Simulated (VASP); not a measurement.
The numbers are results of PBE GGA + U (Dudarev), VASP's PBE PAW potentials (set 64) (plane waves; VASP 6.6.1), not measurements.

Input for VASP

File KPOINTS:
```
K-points
0
G
 9 9 7
```

**INCAR**
```
SYSTEM = ZrO2
PREC = Accurate
ENCUT = 400
EDIFF = 1E-6
NELM = 100
ALGO = Normal
LREAL = .FALSE.
LASPH = .TRUE.
ISMEAR = -1
SIGMA = 0.01
GGA = PE
LMAXMIX = 4
LWAVE = .FALSE.
LCHARG = .FALSE.
ISIF = 2
LDAU = .TRUE.
LDAUTYPE = 2
LDAUL = 2 -1
LDAUU = 1.0 0
LDAUJ = 0 0
```

**POSCAR**
```
ZrO2
3.5562480
  1.0000000000   0.0000000000   0.0000000000
  0.0000000000   1.0000000000   0.0000000000
  0.0000000000   0.0000000000   1.4513647530
Zr O
2 4
Cart
  0.0000000000   0.0000000000   0.0000000000
  0.5000000000   0.5000000000   0.7256823765
  0.0000000000   0.5000000000   0.4379783415
  0.0000000000   0.5000000000   1.1636607180
  0.5000000000   0.0000000000   0.2877040350
  0.5000000000   0.0000000000   1.0133864115
```

POTCAR, in this order: Zr_sv O (PBE.64 set). Program: vasp_std.

At this cut-off the stress carries a Pulay error, which pulls relaxed volumes low.

### Question
Estimate the energy per atom (σ→0), pressure, largest force.

### Answer

The energy per atom (σ→0) is -9.341 eV/atom. The pressure is 10.39 GPa and the largest force comes out as 0.342 eV/Å.

OSZICAR:
```
...
DAV:   8    -0.560532658438E+02    0.14780E-01   -0.40586E-01  3896   0.470E+00    0.140E+00
DAV:   9    -0.560486621803E+02    0.46037E-02   -0.10761E-01  3928   0.183E+00    0.513E-01
DAV:  10    -0.560491501358E+02   -0.48796E-03   -0.25819E-02  3640   0.126E+00    0.329E-01
DAV:  11    -0.560488310282E+02    0.31911E-03   -0.39133E-03  3624   0.462E-01    0.109E-01
DAV:  12    -0.560488335313E+02   -0.25031E-05   -0.23273E-04  4772   0.104E-01    0.196E-02
DAV:  13    -0.560488315091E+02    0.20222E-05   -0.39691E-05  3920   0.370E-02    0.359E-03
DAV:  14    -0.560488321409E+02   -0.63174E-06   -0.96249E-07  2204   0.729E-03
   1 F= -.56048832E+02 E0= -.56048832E+02  d E =-.246184E-11
```

The structure comes from a computed database's ZrO2 entry; how it stands against other phases isn't given here. The cell was not relaxed at this level. The run is one of a series of settings (LDAU = .TRUE., LDAUJ = 0 0, LDAUL = 2 -1, LDAUTYPE = 2, LDAUU = 1.0 0 against the base run), some of them coarse on purpose.
